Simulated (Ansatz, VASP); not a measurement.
**In13As13H30 (InAs wire along [111], 26 atoms a period, H-terminated): VASP beside Ansatz**

Wanted: the spread between two codes on one cell, functional and k mesh. The cell is taken from a series of runs on this material, whose earlier steps may have relaxed, scaled, displaced or heated it; both programs get it as it stands.

Main program and level: Ansatz 0.2.0; plane waves, with VASP 6.6.1 beside it; single point at PBE.

**1. The starting structure**

The cell holds 56 atoms: 13 In, 13 As and 30 H. Its edges and angles: a = 18.461 Å, b = 17.521 Å, c = 10.639 Å, α = 90.0°, β = 90.0°, γ = 90.0°. Vacuum lies along a and b. The structure's axis is c.

**2. VASP: single point, PBE**

A single point gives forces, pressure and levels at one fixed geometry, so differences don't come from the geometry; what else differs is listed under the comparison.

Lines of VASP's logs that name or quote its potential files are left out, and so is its time.

The input, INCAR:

```
SYSTEM = In13As13H30
PREC = Accurate
ENCUT = 400
EDIFF = 1E-06
NELM = 120
ISMEAR = -1
SIGMA = 0.05
LREAL = Auto
ALGO = Normal
GGA = PE
NBANDS = 176
LORBIT = 11
LWAVE = .FALSE.
LCHARG = .FALSE.
ISIF = 2
LASPH = .TRUE.
GGA_COMPAT = .FALSE.
EFERMI = MIDGAP
KPAR = 4
```

The input, POSCAR:

```
In13As13H30
1.0
   18.4610000000      0.0000000000      0.0000000000
    0.0000000000     17.5210000000      0.0000000000
    0.0000000000      0.0000000000     10.6392491079
In As H
13 13 30
Direct
    0.3849878300      0.4363023320      0.0094850140
    0.6150121700      0.4363023320      0.0094850140
    0.3724452080      0.5837548940      0.3457198260
    0.5000000000      0.3509066070      0.3455557310
    0.6275547920      0.5837548940      0.3457198260
    0.2460755240      0.5208325070      0.6446519270
    0.3850431030      0.2672293770      0.6446534930
    0.3610806260      0.7306080460      0.6446189480
    0.5000000000      0.5061866760      0.6548447330
    0.6389193740      0.7306080460      0.6446189480
    0.6149568970      0.2672293770      0.6446534930
    0.7539244760      0.5208325070      0.6446519270
    0.5000000000      0.6462165580      0.0094480490
    0.3914145190      0.4400862800      0.2582173420
    0.5000000000      0.6382472770      0.2582012450
    0.6085854810      0.4400862800      0.2582173420
    0.3774248770      0.5807224290      0.5938543510
    0.5000000000      0.3570556730      0.5936947570
    0.6225751230      0.5807224290      0.5938543510
    0.2677039190      0.4999934300      0.9027256190
    0.3786679980      0.2973771610      0.9027294640
    0.3889484990      0.7213139230      0.9027398650
    0.5000000000      0.5062409520      0.9119119740
    0.6110515010      0.7213139230      0.9027398650
    0.6213320020      0.2973771610      0.9027294640
    0.7322960810      0.4999934300      0.9027256190
    0.2999051560      0.6278026940      0.2696131390
    0.5000000000      0.2626017890      0.2696999080
    0.7000948440      0.6278026940      0.2696131390
    0.3221348870      0.3978579160      0.2935952530
    0.5000000000      0.7225478380      0.2937568250
    0.6778651130      0.3978579160      0.2935952530
    0.1841123440      0.5949091370      0.6381052640
    0.2367317230      0.4269575910      0.5970628190
    0.3033886950      0.3057389170      0.5964331910
    0.2691913410      0.7499994880      0.6379923930
    0.4147762400      0.1735548040      0.6381420750
    0.4336925400      0.7857208380      0.5967121110
    0.5663074600      0.7857208380      0.5967121110
    0.5852237600      0.1735548040      0.6381420750
    0.7308086590      0.7499994880      0.6379923930
    0.6966113050      0.3057389170      0.5964331910
    0.7632682770      0.4269575910      0.5970628190
    0.8158876560      0.5949091370      0.6381052640
    0.2051796090      0.4580082050      0.9656141200
    0.2577273940      0.5734933190      0.9768582820
    0.3128955470      0.2612458320      0.9655250480
    0.3235994400      0.6935996470      0.9769562550
    0.3921556540      0.7993809630      0.9655462670
    0.4341050120      0.2515576800      0.9769269080
    0.5658949880      0.2515576800      0.9769269080
    0.6078443460      0.7993809630      0.9655462670
    0.6764005600      0.6935996470      0.9769562550
    0.6871044530      0.2612458320      0.9655250480
    0.7422726060      0.5734933190      0.9768582820
    0.7948203910      0.4580082050      0.9656141200
```

The input, KPOINTS:

```
Automatic mesh
0
Gamma
1 1 8
0 0 0
```

Potentials, in the order of the species: In_d, As and H (PBE family, release 64).

The run is started by

```console
mpirun -np 8 vasp_std
```

Numbers of over 12 decimals in the logs are rounded to 6 here.

What it wrote:

```text
[banner, memory and clock lines left out]
running    8 mpi-ranks, on    1 nodes
[...]
|                                                                             |
|           W    W    AA    RRRRR   N    N  II  N    N   GGGG   !!!           |
|           W    W   A  A   R    R  NN   N  II  NN   N  G    G  !!!           |
|           W    W  A    A  R    R  N N  N  II  N N  N  G       !!!           |
|           W WW W  AAAAAA  RRRRR   N  N N  II  N  N N  G  GGG   !            |
|           WW  WW  A    A  R   R   N   NN  II  N   NN  G    G                |
|           W    W  A    A  R    R  N    N  II  N    N   GGGG   !!!           |
|                                                                             |
|     For optimal performance we recommend to set                             |
|       NCORE = 2 up to number-of-cores-per-socket                            |
|     NCORE specifies how many cores store one orbital (NPAR=cpu/NCORE).      |
|     This setting can greatly improve the performance of VASP for DFT.       |
|     The default, NCORE=1 might be grossly inefficient on modern             |
|     multi-core architectures or massively parallel machines. Do your        |
|     Unfortunately you need to use the default for GW and RPA                |
|     calculations (for HF NCORE is supported but not extensively tested      |
|     yet).                                                                   |
|                                                                             |

 LDA part: xc-table for (Slater+PW92), standard interpolation
 POSCAR, INCAR and KPOINTS ok, starting setup
[...]
entering main loop
       N       E                     dE             d eps       ncg     rms          rms(c)
DAV:   1     0.181212227482E+04    0.18121E+04   -0.86446E+04  2144   0.936E+02
DAV:   2     0.146843706714E+02   -0.17974E+04   -0.17646E+04  2112   0.265E+02
DAV:   3    -0.189006495363E+03   -0.20369E+03   -0.20244E+03  2128   0.123E+02
DAV:   4    -0.199397105679E+03   -0.10391E+02   -0.10365E+02  2152   0.310E+01
[...]
DAV:  27    -0.189247147640E+03   -0.50752E-05   -0.30404E-07  1432   0.763E-04    0.779E-04
DAV:  28    -0.189247148679E+03   -0.10387E-05   -0.76114E-08  1480   0.555E-04    0.109E-03
DAV:  29    -0.189247148992E+03   -0.31370E-06   -0.20354E-08  1408   0.433E-04
   1 F= -.18924715E+03 E0= -.18924715E+03  d E =-.679728E-09
```

From OUTCAR (step 2):

```text
  Total       -0.7447985     -0.7408646     -1.1006376      0.0000000      0.0190054      0.0000000
  in kB       -0.3467563     -0.3449247     -0.5124245      0.0000000      0.0088484      0.0000000
  external PRESSURE =      -0.4013685 kB  Pullay stress =       0.0000000 kB

 POSITION                                       TOTAL-FORCE (eV/Angst)
 -----------------------------------------------------------------------------------
      7.10726      7.64445      0.10091         0.006520      0.000067      0.004200
     11.35374      7.64445      0.10091        -0.006520      0.000067      0.004200
      6.87571     10.22797      3.67820        -0.017962      0.011804     -0.013218
      9.23050      6.14823      3.67645        -0.000000     -0.017320     -0.012214
     11.58529     10.22797      3.67820         0.017962      0.011804     -0.013218
      4.54280      9.12551      6.85861        -0.026068     -0.018020     -0.004630
      7.10828      4.68213      6.85863        -0.019477     -0.014523     -0.008255
      6.66591     12.80098      6.85826        -0.001305      0.030545     -0.005577
      9.23050      8.86890      6.96706        -0.000000      0.000638      0.009655
     11.79509     12.80098      6.85826         0.001305      0.030545     -0.005577
     11.35272      4.68213      6.85863         0.019477     -0.014523     -0.008255
     13.91820      9.12551      6.85861         0.026068     -0.018020     -0.004630
      9.23050     11.32236      0.10052        -0.000000     -0.006334      0.002610
      7.22590      7.71075      2.74724         0.065286      0.041573     -0.016783
[...]
-----------------------------------------------------------------------------------
    total drift:                                0.000000      0.052250     -0.065685

  FREE ENERGIE OF THE ION-ELECTRON SYSTEM (eV)
  ---------------------------------------------------
  free  energy   TOTEN  =      -189.2471489923 eV

  energy  without entropy=     -189.2471489916  energy(sigma->0) =     -189.24714899

[... 3 further parts left out ...]
[key lines of the parts left out:]
E-fermi :  -2.3361
```

**3. Ansatz: single point, PBE**

Ansatz runs on its PAW soft_1 files.

The same cell, functional, mesh and smearing now go to Ansatz, which takes its cutoff from its data sets.

The input, input.yaml:

```yaml
crystal:
  lattice:
    - [18.461, 0.0, 0.0]
    - [0.0, 17.521, 0.0]
    - [0.0, 0.0, 10.6392491079]
  atoms:
    - { symbol: In, position: [0.38498783, 0.436302332, 0.009485014] }
    - { symbol: In, position: [0.61501217, 0.436302332, 0.009485014] }
    - { symbol: As, position: [0.391414519, 0.44008628, 0.258217342] }
    - { symbol: As, position: [0.5, 0.638247277, 0.258201245] }
    - { symbol: As, position: [0.608585481, 0.44008628, 0.258217342] }
    - { symbol: H, position: [0.299905156, 0.627802694, 0.269613139] }
    - { symbol: H, position: [0.5, 0.262601789, 0.269699908] }
    - { symbol: H, position: [0.700094844, 0.627802694, 0.269613139] }
    - { symbol: H, position: [0.322134887, 0.397857916, 0.293595253] }
    - { symbol: H, position: [0.5, 0.722547838, 0.293756825] }
    - { symbol: H, position: [0.677865113, 0.397857916, 0.293595253] }
    - { symbol: In, position: [0.372445208, 0.583754894, 0.345719826] }
    - { symbol: In, position: [0.5, 0.350906607, 0.345555731] }
    - { symbol: In, position: [0.627554792, 0.583754894, 0.345719826] }
    - { symbol: As, position: [0.377424877, 0.580722429, 0.593854351] }
    - { symbol: As, position: [0.5, 0.357055673, 0.593694757] }
    - { symbol: As, position: [0.622575123, 0.580722429, 0.593854351] }
    - { symbol: H, position: [0.184112344, 0.594909137, 0.638105264] }
    - { symbol: H, position: [0.236731723, 0.426957591, 0.597062819] }
    - { symbol: H, position: [0.303388695, 0.305738917, 0.596433191] }
    - { symbol: H, position: [0.269191341, 0.749999488, 0.637992393] }
    - { symbol: H, position: [0.41477624, 0.173554804, 0.638142075] }
    - { symbol: H, position: [0.43369254, 0.785720838, 0.596712111] }
    - { symbol: H, position: [0.56630746, 0.785720838, 0.596712111] }
    - { symbol: H, position: [0.58522376, 0.173554804, 0.638142075] }
    - { symbol: H, position: [0.730808659, 0.749999488, 0.637992393] }
    - { symbol: H, position: [0.696611305, 0.305738917, 0.596433191] }
    - { symbol: H, position: [0.763268277, 0.426957591, 0.597062819] }
    - { symbol: H, position: [0.815887656, 0.594909137, 0.638105264] }
    - { symbol: In, position: [0.246075524, 0.520832507, 0.644651927] }
    - { symbol: In, position: [0.385043103, 0.267229377, 0.644653493] }
    - { symbol: In, position: [0.361080626, 0.730608046, 0.644618948] }
    - { symbol: In, position: [0.5, 0.506186676, 0.654844733] }
    - { symbol: In, position: [0.638919374, 0.730608046, 0.644618948] }
    - { symbol: In, position: [0.614956897, 0.267229377, 0.644653493] }
    - { symbol: In, position: [0.753924476, 0.520832507, 0.644651927] }
    - { symbol: As, position: [0.267703919, 0.49999343, 0.902725619] }
    - { symbol: As, position: [0.378667998, 0.297377161, 0.902729464] }
    - { symbol: As, position: [0.388948499, 0.721313923, 0.902739865] }
    - { symbol: As, position: [0.5, 0.506240952, 0.911911974] }
    - { symbol: As, position: [0.611051501, 0.721313923, 0.902739865] }
    - { symbol: As, position: [0.621332002, 0.297377161, 0.902729464] }
    - { symbol: As, position: [0.732296081, 0.49999343, 0.902725619] }
    - { symbol: H, position: [0.205179609, 0.458008205, 0.96561412] }
    - { symbol: H, position: [0.257727394, 0.573493319, 0.976858282] }
    - { symbol: H, position: [0.312895547, 0.261245832, 0.965525048] }
    - { symbol: H, position: [0.32359944, 0.693599647, 0.976956255] }
    - { symbol: H, position: [0.392155654, 0.799380963, 0.965546267] }
    - { symbol: H, position: [0.434105012, 0.25155768, 0.976926908] }
    - { symbol: H, position: [0.565894988, 0.25155768, 0.976926908] }
    - { symbol: H, position: [0.607844346, 0.799380963, 0.965546267] }
    - { symbol: H, position: [0.67640056, 0.693599647, 0.976956255] }
    - { symbol: H, position: [0.687104453, 0.261245832, 0.965525048] }
    - { symbol: H, position: [0.742272606, 0.573493319, 0.976858282] }
    - { symbol: H, position: [0.794820391, 0.458008205, 0.96561412] }
    - { symbol: In, position: [0.5, 0.646216558, 0.009448049] }
kpoints:
  mp_grid: { grid: [1, 1, 8] }
  band_path: { path: ["Γ", Z], npoints: 90 }
scf:
  occupations: { method: fermi_dirac, width: 0.05 }
hamiltonian:
  xc: pbe
  pseudopotentials: { kind: paw, azcp: { folder: soft_1 } }
output:
  dos: { e_range: [-5, 4] }
  write_potential: true
  write_density: true
  volumetric_format: npy
```

The run is started by

```console
ansatz run input.yaml --threads 4 --pin off --max-ram 16384MiB --backend cpu --events-out ev --progress --plain --runs-dir out
```

What it wrote:

```text
Engine: ansatz 0.2.0, aarch64-unknown-linux-gnu
Pseudopotentials: kind: paw
Pseudopotential: In, paw, valence charge 13, recommended cutoff 420 eV (normal), soft_1/In.paw.azcp
Pseudopotential: As, paw, valence charge 15, recommended cutoff 420 eV (normal), soft_1/As.paw.azcp
Pseudopotential: H, paw, valence charge 1, recommended cutoff 420 eV (normal), soft_1/H.paw.azcp
Functional definition: PBE
  parameter kappa = 0.804
  parameter beta = 0.066725
  exchange = pbe_x(kappa = kappa, mu = beta*pi^2/3)
  correlation = pbe_c(beta = beta)
Crystal: 56 atoms, lattice volume = 3441.320 Å³
Basis set: ecut = 420 eV, 67253 PW (Γ)
Bands: 253, of which v1, the nominal top of the filled ones, is band 197 counted from 1 (196 counted from 0)
Symmetry: 2 space group operations
Space group: Pm (ITA 6), of the structure as read, at distance tolerance 1.5e-4 Å
k-points: 5 of 8 (time reversal used)
Non-local potential: In, projectors of the file, l = 0: 2, l = 1: 2, l = 2: 2, l = 3: 1
Non-local potential: As, projectors of the file, l = 0: 2, l = 1: 2, l = 2: 3, l = 3: 1
Non-local potential: H, projectors of the file, l = 0: 2, l = 1: 1
PAW form: soft (Blöchl's): semilocal exchange-correlation on the pseudo side does not see the compensation charge
PAW one-centre angular grid: In, 590 points (default); XC on 64 Gauss nodes
PAW one-centre angular grid: As, 590 points (default); XC on 64 Gauss nodes
PAW one-centre angular grid: H, 110 points (default); XC on 64 Gauss nodes
Initial density: superposition of atomic densities (neutral atoms: chi_scale 0, normalization atom)
Initial wavefunctions: pseudopotential atomic-orbital guess
Functional: x = pbe(κ = 0.804, μ = 0.219515), c = pbe(β = 0.066725)
SCF iter   1: F=—  HF=-136382.847349 eV  |F-HF|=—  |Δ(HF+E_count)|=         —  Δρ=2.88e-2  dr2=3.17e1  ethr=3.10e-3  ⟨swp⟩=6.4  Hψ=5392  notcnv=0  defer=113
preconditioner: auto → Resta (q_TF=auto, 1.901 Å⁻¹)  ε∞=1.6  [insulator: Δε(μ)=2.205 eV  Ē_g=13.229 eV  σ=0.050 eV  W_gap=1.00  n_scr=406 (ndim 8)  ℏωp=10.3 eV  f_vac=0.624  D(μ)=0.00/eV (n_scr^D=0)  ε∞_Penn≈1.6  vacuum switching on, ρ_ref=1.3e-2 e/Å³]
SCF iter   2: F=—  HF=-136373.915480 eV  |F-HF|=—  |Δ(HF+E_count)|=    8.93e0  Δρ=1.12e-2  dr2=4.44e0  ethr=3.10e-3  ⟨swp⟩=3.0  Hψ=2085  notcnv=0  defer=245
SCF iter   3: F=—  HF=-136372.946934 eV  |F-HF|=—  |Δ(HF+E_count)|=   9.69e-1  Δρ=3.19e-3  dr2=8.46e-1  ethr=1.13e-3  ⟨swp⟩=3.0  Hψ=1801  notcnv=0  defer=242
SCF iter   4: F=—  HF=-136372.802869 eV  |F-HF|=—  |Δ(HF+E_count)|=   1.44e-1  Δρ=1.17e-3  dr2=1.35e-1  ethr=2.15e-4  ⟨swp⟩=5.4  Hψ=2205  notcnv=0  defer=242
SCF iter   5: F=—  HF=-136372.786231 eV  |F-HF|=—  |Δ(HF+E_count)|=   1.66e-2  Δρ=4.83e-4  dr2=7.83e-3  ethr=3.43e-5  ⟨swp⟩=3.0  Hψ=1607  notcnv=0  defer=242
SCF iter   6: F=—  HF=-136372.788366 eV  |F-HF|=—  |Δ(HF+E_count)|=   2.13e-3  Δρ=1.85e-4  dr2=1.22e-3  ethr=1.99e-6  ⟨swp⟩=2.0  Hψ=1783  notcnv=0  defer=242
SCF iter   7: F=—  HF=-136372.788875 eV  |F-HF|=—  |Δ(HF+E_count)|=   5.09e-4  Δρ=5.89e-5  dr2=2.09e-4  ethr=3.11e-7  ⟨swp⟩=3.0  Hψ=1783  notcnv=0  defer=242
SCF iter   8: F=—  HF=-136372.788962 eV  |F-HF|=—  |Δ(HF+E_count)|=   8.66e-5  Δρ=1.83e-5  dr2=1.85e-5  ethr=5.31e-8  ⟨swp⟩=2.0  Hψ=1783  notcnv=0  defer=242
SCF iter   9: F=—  HF=-136372.788778 eV  |F-HF|=—  |Δ(HF+E_count)|=   1.84e-4  Δρ=6.27e-6  dr2=1.40e-6  ethr=4.69e-9  ⟨swp⟩=2.0  Hψ=1905  notcnv=0  defer=242
SCF iter  10: F=—  HF=-136372.788780 eV  |F-HF|=—  |Δ(HF+E_count)|=   2.02e-6  Δρ=2.22e-6  dr2=2.27e-7  ethr=3.55e-10  ⟨swp⟩=2.0  Hψ=1783  notcnv=0  defer=242
SCF iter  11: F=-136372.788780 eV  HF=-136372.788780 eV  |F-HF|=1.19e-8  |Δ(HF+E_count)|=   2.17e-7  Δρ=8.13e-7  dr2=4.33e-8  ethr=2.54e-11  ⟨swp⟩=15.0  Hψ=6752  notcnv=0
SCF 1 converged in 11 iterations: F = -136372.788780 eV  dr2 = 4.33e-8
  greatest PAW one-centre occupation: 0.999 electrons in one spin orbital (limit 2), on the As atom at site 40 (counted from 0), in its partial waves of l = 2
NSCF: frozen V_eff on 91 k-points
[...]
k-point 1: bands = [... 193 lower, -3.0402, -3.0396, -3.0157, -2.7743, -0.5573, -0.1906, 0.1001, 0.1016, ... 52 higher]
  k-point 2: bands = [... 193 lower, -3.0367, -3.0362, -3.0051, -2.9456, -0.4551, -0.1542, -0.0571, -0.0560, ... 52 higher]
  k-point 4: bands = [... 193 lower, -3.1505, -3.0419, -3.0406, -2.9937, -0.2873, -0.2341, -0.2335, -0.0943, ... 52 higher]
```

In the SCF lines HF is the Harris–Foulkes energy and dr2 the Hartree energy of the density residual, in eV; the loop may stop once dr2 is under the threshold and the program's other checks hold. Hψ counts applications of the Hamiltonian.

**4. Comparison**

Known differences besides the potentials themselves: the data sets hold 394 valence electrons in Ansatz (on its PAW soft_1 files) and 264 in VASP; the cutoff is 420 eV in Ansatz and 400 eV in VASP (PREC = Accurate, projectors in real space). Total energies have different zeros and are not compared.

Both answers:

```tsv
quantity	Ansatz	VASP	difference
gap on the k mesh (eV)	2.114	2.115	-0.001
```

A gap on the mesh is an upper bound, since the band edges may lie between its points.

**5. What came out**

```yaml
difference_in_gap_on_the_k_mesh_single_point_pbe: -0.0012 eV
```

**Reading.** The difference in gap on the k mesh is -0.0012 eV (single point, PBE), within the 0.08 eV picked in this series as the mark of a large difference. The data sets hold unlike numbers of valence electrons (394 in Ansatz and 264 in VASP), so part of the differences comes from the potentials. How closely two codes agree says nothing of how well the functional describes the real material.

[Lines on the potential files, build, host, timing and source positions are cut from VASP's logs without a mark.]

[Logs are printed without paths, hosts, clocks, repeated set-up lines and the standing remarks that a program may print on its own settings, such as how far it seeks lower states.]

[Hosts, paths, dates, database ids (printed as entryN), source tags and the programs' standing remarks are cut or masked in the printed files.]
